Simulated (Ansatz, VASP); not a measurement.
# Cross-check of Pt (Pt(110)-(1x2) missing row) between VASP and Ansatz

Aim: how closely do two programs agree when they are given the same cell, functional and k mesh? The cell is taken from a series of runs on this material, whose earlier steps may have relaxed, scaled, displaced or heated it; both programs get it as it stands.

Method: plane waves, with VASP 6.6.1 beside it; PBE with D3(BJ), in Ansatz 0.2.0.

## (1) The starting structure

The cell holds 9 atoms: 9 Pt. Cell: a = 7.840 Å, b = 2.772 Å, c = 22.544 Å, α = 90.0°, β = 90.0°, γ = 90.0°. Vacuum lies along c.

## (2) Ansatz: single point, PBE with D3(BJ)

Ansatz runs on its default PAW (the set named soft_2) files.

A single point takes one fixed geometry, so differences don't come from the geometry; what else differs is listed under the comparison.

input.yaml reads:

```yaml
crystal:
  lattice:
    - [7.84, 0.0, 0.0]
    - [0.0, 2.7718585823, 0.0]
    - [0.0, 0.0, 22.5437171645]
  atoms:
    - { symbol: Pt, position: [0.0, 0.0, 0.3770451846] }
    - { symbol: Pt, position: [0.5, 0.0, 0.3770451846] }
    - { symbol: Pt, position: [0.25, 0.5, 0.4385225923] }
    - { symbol: Pt, position: [0.75, 0.5, 0.4385225923] }
    - { symbol: Pt, position: [0.0, 0.0, 0.4975416715] }
    - { symbol: Pt, position: [0.5, 0.0, 0.5066161888] }
    - { symbol: Pt, position: [0.2570088238, 0.5, 0.5653993493] }
    - { symbol: Pt, position: [0.7429911762, 0.5, 0.5653993493] }
    - { symbol: Pt, position: [0.0, 0.0, 0.6160446868] }
kpoints:
  mp_grid: { grid: [8, 22, 1] }
hamiltonian:
  xc: pbe
  dispersion: d3bj
scf:
  occupations: { method: fermi_dirac, width: 0.05 }
  convergence: { dr2_threshold: 1.0e-09 }
  n_extra_bands: 20
efield:
  axis: 3
  dipole_correction: true
  ramp_position: 0.97
  ramp_width: 0.06
output:
  band_densities:
    - { e_range: [-0.1, 0] }
    - { e_range: [-0.5, 0] }
    - { e_range: [-1.0, 0] }
    - { e_range: [0, 0.1] }
    - { e_range: [0, 0.5] }
    - { e_range: [0, 1.0] }
    - { e_range: [-2.0, -1.8] }
    - { e_range: [-1.8, -1.6] }
    - { e_range: [-1.6, -1.4] }
    - { e_range: [-1.4, -1.2] }
    - { e_range: [-1.2, -1.0] }
    - { e_range: [-1.0, -0.8] }
    - { e_range: [-0.8, -0.6] }
    - { e_range: [-0.6, -0.4] }
    - { e_range: [-0.4, -0.2] }
    - { e_range: [-0.2, 0.0] }
    - { e_range: [0.0, 0.2] }
    - { e_range: [0.2, 0.4] }
    - { e_range: [0.4, 0.6] }
    - { e_range: [0.6, 0.8] }
    - { e_range: [0.8, 1.0] }
    - { e_range: [1.0, 1.2] }
    - { e_range: [1.2, 1.4] }
    - { e_range: [1.4, 1.6] }
    - { e_range: [1.6, 1.8] }
    - { e_range: [1.8, 2.0] }
  band_residual_tolerance: 0.0001
  dos: { projected: true, e_range: [-5, 4] }
  write_potential: true
  write_density: true
  volumetric_format: npy
```

The run is started by

```console
$ ansatz run input.yaml --threads 4 --pin off --max-ram 6144MiB --backend cpu --events-out ev --progress --plain --runs-dir out
```

Numbers of over 12 decimals in the logs are rounded to 6 here.

The log of the run:

```text
scf.n_extra_bands = 20 over 81 filled bands (N_el = 162.0): the run solves 101 bands
Engine: ansatz 0.2.0, x86_64-unknown-linux-gnu
Pseudopotentials: kind: paw
Pseudopotential: Pt, paw, valence charge 18, recommended cutoff 420 eV (normal), Pt.paw.azcp
Functional definition: PBE
  parameter kappa = 0.804
  parameter beta = 0.066725
  exchange = pbe_x(kappa = kappa, mu = beta*pi^2/3)
  correlation = pbe_c(beta = beta)
Crystal: 9 atoms, lattice volume = 489.906 Å³
Basis set: ecut = 420 eV, 9561 PW (Γ)
Bands: 101, of which v1, the nominal top of the filled ones, is band 81 counted from 1 (80 counted from 0)
Symmetry: 4 space group operations
Space group: Pmm2 (ITA 25), of the structure as read, at distance tolerance 7.9e-5 Å
k-points: 60 of 176
Non-local potential: Pt, projectors of the file, l = 0: 3, l = 1: 2, l = 2: 2, l = 3: 1
PAW form: soft (Blöchl's): semilocal exchange-correlation on the pseudo side does not see the compensation charge
PAW one-centre angular grid: Pt, 590 points (default); XC on 64 Gauss nodes
Initial density: superposition of atomic densities (neutral atoms: chi_scale 0, normalization atom), corrected by the library's trained network
Initial wavefunctions: pseudopotential atomic-orbital guess
Functional: x = pbe(κ = 0.804, μ = 0.219515), c = pbe(β = 0.066725)
SCF iter   1: F=—  HF=-112706.609802 eV  |F-HF|=—  |Δ(HF+E_count)|=         —  Δρ=6.91e-3  dr2=9.51e-1  ethr=1.77e-3  p=-0.017 e·Å  D=-6.41e-3 V/Å  ΔV_dip=0.14 eV  dr2_dipole=1.90e-1  V_vac-E_F(+/−)=5.22/5.08 eV  ⟨swp⟩=8.1  Hψ=26003  notcnv=0  defer=337
efield: sawtooth ramp at fractional position 0.9700 (set: `efield.ramp_position`, or a place that a band, a saddle search or an elastic batch's reference lends), width 0.0600; the density the first Hamiltonian is built on has a dipole p = -0.017 e·Å; the dipole correction subtracts the counter field D = -6.41e-3 V/Å, which shifts the + side's vacuum level by +0.14 eV against the − side's; the planar-averaged density in the ramp window peaks in size at 4.6e-6 e/Å³
preconditioner: auto → LDOS  [metal: Δε(μ)=0.012 eV  Ē_g=7.463 eV  σ=0.050 eV  W_gap=0.06  n_scr=70 (ndim 8)  ℏωp=15.9 eV  f_vac=0.644  D(μ)=15.07/eV (n_scr^D=82)  β→1.0]
SCF iter   2: F=—  HF=-112706.592919 eV  |F-HF|=—  |Δ(HF+E_count)|=   1.69e-2  Δρ=3.39e-3  dr2=7.66e-2  ethr=5.87e-4  p=-0.006 e·Å  D=-2.37e-3 V/Å  ΔV_dip=0.05 eV  dr2_dipole=3.82e-3  V_vac-E_F(+/−)=5.31/5.26 eV  ⟨swp⟩=2.1  Hψ=7442  notcnv=0  defer=613
SCF iter   3: F=—  HF=-112706.589213 eV  |F-HF|=—  |Δ(HF+E_count)|=   3.71e-3  Δρ=1.46e-3  dr2=4.28e-2  ethr=4.73e-5  p=-0.011 e·Å  D=-4.18e-3 V/Å  ΔV_dip=0.09 eV  dr2_dipole=3.00e-3  V_vac-E_F(+/−)=5.30/5.21 eV  ⟨swp⟩=2.0  Hψ=8717  notcnv=0  defer=613
SCF iter   4: F=—  HF=-112706.587180 eV  |F-HF|=—  |Δ(HF+E_count)|=   2.03e-3  Δρ=9.10e-4  dr2=9.53e-3  ethr=2.64e-5  p=-0.010 e·Å  D=-3.75e-3 V/Å  ΔV_dip=0.08 eV  dr2_dipole=5.21e-4  V_vac-E_F(+/−)=5.32/5.24 eV  ⟨swp⟩=2.5  Hψ=7755  notcnv=0  defer=613
SCF iter   5: F=—  HF=-112706.586723 eV  |F-HF|=—  |Δ(HF+E_count)|=   4.57e-4  Δρ=3.78e-4  dr2=2.69e-3  ethr=5.88e-6  p=-0.009 e·Å  D=-3.36e-3 V/Å  ΔV_dip=0.08 eV  dr2_dipole=8.90e-6  V_vac-E_F(+/−)=5.32/5.24 eV  ⟨swp⟩=2.3  Hψ=7806  notcnv=0  defer=613
SCF iter   6: F=—  HF=-112706.586645 eV  |F-HF|=—  |Δ(HF+E_count)|=   7.75e-5  Δρ=1.90e-4  dr2=4.29e-4  ethr=1.66e-6  p=-0.009 e·Å  D=-3.40e-3 V/Å  ΔV_dip=0.08 eV  dr2_dipole=1.58e-7  V_vac-E_F(+/−)=5.33/5.25 eV  ⟨swp⟩=2.2  Hψ=7849  notcnv=0  defer=613
SCF iter   7: F=—  HF=-112706.586649 eV  |F-HF|=—  |Δ(HF+E_count)|=   3.68e-6  Δρ=9.40e-5  dr2=1.14e-4  ethr=2.65e-7  p=-0.009 e·Å  D=-3.34e-3 V/Å  ΔV_dip=0.08 eV  dr2_dipole=7.15e-8  V_vac-E_F(+/−)=5.33/5.25 eV  ⟨swp⟩=2.0  Hψ=7934  notcnv=0  defer=613
SCF iter   8: F=—  HF=-112706.586658 eV  |F-HF|=—  |Δ(HF+E_count)|=   8.77e-6  Δρ=4.70e-5  dr2=2.47e-5  ethr=7.04e-8  p=-0.009 e·Å  D=-3.38e-3 V/Å  ΔV_dip=0.08 eV  dr2_dipole=7.61e-8  V_vac-E_F(+/−)=5.33/5.25 eV  ⟨swp⟩=2.1  Hψ=7794  notcnv=0  defer=613
SCF iter   9: F=—  HF=-112706.586659 eV  |F-HF|=—  |Δ(HF+E_count)|=   8.62e-7  Δρ=2.10e-5  dr2=5.40e-6  ethr=1.52e-8  p=-0.009 e·Å  D=-3.39e-3 V/Å  ΔV_dip=0.08 eV  dr2_dipole=2.21e-7  V_vac-E_F(+/−)=5.33/5.25 eV  ⟨swp⟩=2.1  Hψ=7713  notcnv=0  defer=613
SCF iter  10: F=—  HF=-112706.586634 eV  |F-HF|=—  |Δ(HF+E_count)|=   2.49e-5  Δρ=7.47e-6  dr2=4.67e-7  ethr=3.33e-9  p=-0.009 e·Å  D=-3.41e-3 V/Å  ΔV_dip=0.08 eV  dr2_dipole=2.83e-9  V_vac-E_F(+/−)=5.33/5.25 eV  ⟨swp⟩=1.5  Hψ=6211  notcnv=0  defer=613
SCF iter  11: F=—  HF=-112706.586635 eV  |F-HF|=—  |Δ(HF+E_count)|=   7.60e-7  Δρ=2.91e-6  dr2=7.42e-8  ethr=2.89e-10  p=-0.009 e·Å  D=-3.40e-3 V/Å  ΔV_dip=0.08 eV  dr2_dipole=1.48e-9  V_vac-E_F(+/−)=5.33/5.25 eV  ⟨swp⟩=2.1  Hψ=7761  notcnv=0  defer=613
[...]
SCF converged after 14 iterations
Free energy (F): -112706.586635 eV
Harris-Foulkes:  -112706.586635 eV  (|F-HF|=1.08e-9)
Internal energy: -112706.455354 eV  (E = F + TS)
E sigma→0 (E₀):  -112706.520994 eV
Entropy (-TS):   -0.131281 eV (-14.587 meV/atom)
Fermi energy:    2.593303 eV
Dipole field:    D = -0.003405 V/Å  (p = -0.009218 e·Å, saw-weighted, corrected)
Work function:   Φ+ = 5.3286 eV   Φ− = 5.2519 eV
Levels:          The Fermi level and band energies are counted from a zero that moves with the ramp; work functions are not
--- Per-component energies (eV) ---
  E_band       = -4441.555007
  E_kinetic    = 5727.761697
  E_local      = -226078.226096  (includes V_loc(G=0)·N_el)
  E_nonlocal   = 1802.896347
  E_hartree    = 109708.697029
  E_xc         = -2346.643046
  E_vxc        = -2712.265581  (∫ρ·V_xc dr)
  E_paw        = -85087.286783  (= ΣΔE_a)
  E_vpaw       = -2598.955538  (= ΣTr[D̂ρ^β])
  E_aug_tail   = 0.001764  (compensation charges beyond the density's cutoff)
  E_efield     = 0.000016  (sawtooth field / dipole correction)
  E_vefield    = -0.162809  (∫n·V_field dr)
  E_ewald      = 83570.670950
  E_disp       = -4.327232  (pairwise vdW)
  E_smearing   = -0.131281  (= −TS)
  E_closure    = 0.000000  (closes the sum)
  Σ components = -112706.586635   (vs F -112706.586635, Δ=0.00e0)
--- Band table (eV; the first three rows and the last of 60) ---
  k-point 0: bands = [... 77 lower, 2.0863, 2.2319, 2.3193, 2.4504, 2.5346, 2.6025, 2.6877, 2.8696, ... 16 higher]
  k-point 1: bands = [... 77 lower, 1.9870, 2.2368, 2.2665, 2.3572, 2.4078, 2.4999, 2.6814, 2.7630, ... 16 higher]
  k-point 2: bands = [... 77 lower, 1.8915, 2.1645, 2.1679, 2.2381, 2.2588, 2.4426, 2.6540, 2.7732, ... 16 higher]
  k-point 59: bands = [... 77 lower, 2.7731, 2.8840, 2.9439, 2.9890, 4.6112, 4.7373, 4.8294, 4.8557, ... 16 higher]
--- Band densities, each state counted as filled ---
  window                                       electrons  max residual (eV)  cut levels
  e_range: [-0.1, 0]                            1.306818             4.5e-6           0
  e_range: [-0.5, 0]                            8.079545             4.5e-6           0
  e_range: [-1, 0]                             17.295455             4.5e-6           0
  e_range: [0, 0.1]                             1.863636             1.6e-5           0
  e_range: [0, 0.5]                             6.363636             4.6e-5           0
  e_range: [0, 1]                               7.909091             4.6e-5           0
  e_range: [-2, -1.8]                           2.806818             2.5e-6           0
  e_range: [-1.8, -1.6]                         2.886364             2.9e-6           0
  e_range: [-1.6, -1.4]                         3.181818             2.9e-6           0
  e_range: [-1.4, -1.2]                         2.806818             2.3e-6           0
  e_range: [-1.2, -1]                           2.579545             2.8e-6           0
  e_range: [-1, -0.8]                           3.625000             2.8e-6           0
  e_range: [-0.8, -0.6]                         3.590909             2.6e-6           0
  e_range: [-0.6, -0.4]                         3.602273             2.7e-6           0
  e_range: [-0.4, -0.2]                         3.886364             2.9e-6           0
  e_range: [-0.2, 0]                            2.590909             4.5e-6           0
  e_range: [0, 0.2]                             3.795455             4.6e-5           0
  e_range: [0.2, 0.4]                           2.238636             3.9e-5           0
  e_range: [0.4, 0.6]                           0.761364             3.4e-5           0
  e_range: [0.6, 0.8]                           0.613636             3.3e-5           0
  e_range: [0.8, 1]                             0.500000             4.4e-5           0
  e_range: [1, 1.2]                             0.590909             3.2e-5           0
  e_range: [1.2, 1.4]                           0.625000             4.5e-5           0
  e_range: [1.4, 1.6]                           0.556818             3.3e-5           0
  e_range: [1.6, 1.8]                           0.465909             2.7e-5           0
  e_range: [1.8, 2]                             0.613636             3.5e-5           0
```

In the SCF lines HF is the Harris–Foulkes energy and dr2 the Hartree energy of the density residual, in eV; the loop may stop once dr2 is under the threshold and the program's other checks hold. Hψ counts applications of the Hamiltonian.

[end of part 1 of 2]

[Lines on the potential files, build, host, timing and source positions are cut from VASP's logs without a mark.]

[Logs are printed without paths, hosts, clocks, repeated set-up lines and the standing remarks that a program may print on its own settings, such as how far it seeks lower states.]

[Hosts, paths, dates, database ids (printed as entryN), source tags and the programs' standing remarks are cut or masked in the printed files.]
